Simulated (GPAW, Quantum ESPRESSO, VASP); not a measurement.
RbPbF3 (Pm-3m, 5 atoms in the cell) computed with different codes at matched settings

Self-consistent single point, at a second geometry (lattice scaled by 0.98). First geometry:

```
CELL_PARAMETERS angstrom
      4.86172     0.00000     0.00000
      0.00000     4.86172     0.00000
      0.00000     0.00000     4.86172
ATOMIC_POSITIONS crystal
  Rb 0.00000 0.00000 0.00000
  Pb 0.50000 0.50000 0.50000
  F  0.00000 0.50000 0.50000
  F  0.50000 0.00000 0.50000
  F  0.50000 0.50000 0.00000
```

Shared settings, as Quantum ESPRESSO writes them: occupations = fixed; K_POINTS = automatic 4 4 4 0 0 0. Potentials and cutoffs stand in the table.

```tsv
code	model	ΔF from the first geometry (meV/atom)	gap on the mesh (eV)	cutoff
Quantum ESPRESSO	PBEsol, PseudoDojo standard norm-conserving (PBESOL) pseudopotentials	-6.2	2.756	85 Ry
GPAW	PBEsol, GPAW PAW datasets PBEsol (made by gpaw-setup)	-6.7	2.656	900 eV
VASP	PBEsol, VASP's PBE PAW potentials (set 64)	–	2.725	400 eV
```

A dash marks a value that a program does not give, or that is left out as unsure.

Gaps are read on the mesh.

On Quantum ESPRESSO's run: spin-orbit coupling is off.

The spread over the programs that give each value: ΔF from the first geometry within 0.5 meV/atom; gap on the mesh within 0.100 eV.

VASP ran the fixed occupations as a Gaussian smearing of 0.01 eV.

The starting cell comes from a database of computed structures (which also holds hypothetical and non-ambient phases and stackings), without a prior relaxation at this level. For this run, on top of that: lattice scaled by 0.98.

Left out of this page: Ansatz, ABINIT, CP2K, FLEUR and SIESTA (not drawn, or without a comparable value); Elk (unsound by tests on forces, stress, charge or solver warnings).
